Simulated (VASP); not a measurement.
```xyz
2
Lattice="0.0000 2.2382 2.2382 2.2382 0.0000 2.2382 2.2382 2.2382 0.0000" Properties=species:S:1:pos:R:3 pbc="T T T"
B      0.0000     0.0000     0.0000
P      1.1191     1.1191     1.1191
```

The numbers are results of SCAN meta-GGA, VASP's PBE PAW potentials (set 64) (plane waves; VASP 6.6.1), not measurements. Numerical set-up: 520 eV cut-off, 10×10×10 Γ-centred mesh, Gaussian smearing of 0.050 eV, potentials B P.

Q: Predict the energy per atom (σ→0), pressure.

A: 
```
Item                            Value
---------------------  --------------
energy per atom (σ→0)  -9.428 eV/atom
pressure                     5.68 GPa
```

Total energies compare only between runs with the same potentials, cut-off and functional.

The compound is BP in the zinc blende structure. This cell is one point of a volume scan, at 0.97 of the reference volume.
